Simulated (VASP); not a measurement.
```yaml
crystal:
  lattice:
    - [-1.65750, 1.65750, 2.52450]
    - [1.65750, -1.65750, 2.52450]
    - [1.65750, 1.65750, -2.52450]
  atoms:
    - { symbol: In, position: [0.00000, 0.00000, 0.00000] }
```

The base run (VASP): PBE GGA, plane waves, VASP's PBE PAW potentials (set 64). Settings: 400 eV cut-off, 14×14×14 Γ-centred mesh, first-order Methfessel-Paxton smearing of 0.10 eV, potentials In_d.

One setting is varied; ΔE counts from the base run. The base run took about 60 core-seconds. Costs are core time on shared hosts, one run each; read them as rough ratios.

Pressures at a finite cut-off, here 400 eV, hold a Pulay part, which wasn't tested here.

```json
[
 {"setting": "PREC = Normal", "cost over the base run": "within a factor of 2", "electronic steps": "10", "ΔE (meV/atom)": "-0.1", "pressure (GPa)": "-0.48"},
 {"setting": "PREC = Low", "cost over the base run": "within a factor of 2", "electronic steps": "10", "ΔE (meV/atom)": "-1.4", "pressure (GPa)": "-0.52"},
 {"setting": "PREC = Single", "cost over the base run": "within a factor of 2", "electronic steps": "10", "ΔE (meV/atom)": "-0.9", "pressure (GPa)": "-0.48"},
 {"setting": "LASPH = .FALSE.", "cost over the base run": "within a factor of 2", "electronic steps": "10", "ΔE (meV/atom)": "0.0", "pressure (GPa)": "-0.47"},
 {"setting": "base run", "cost over the base run": "reference", "electronic steps": "10", "ΔE (meV/atom)": "0.0", "pressure (GPa)": "-0.47"},
 {"setting": "ADDGRID = .TRUE.", "cost over the base run": "within a factor of 2", "electronic steps": "10", "ΔE (meV/atom)": "0.0", "pressure (GPa)": "-0.47"},
 {"setting": "LREAL = Auto", "cost over the base run": "within a factor of 2", "electronic steps": "10", "ΔE (meV/atom)": "-0.2", "pressure (GPa)": "-0.49"}
]
```

Left out are runs that failed, have no time on record or changed the cell.

The compound is In in the bct structure. The cell was not relaxed at this level.
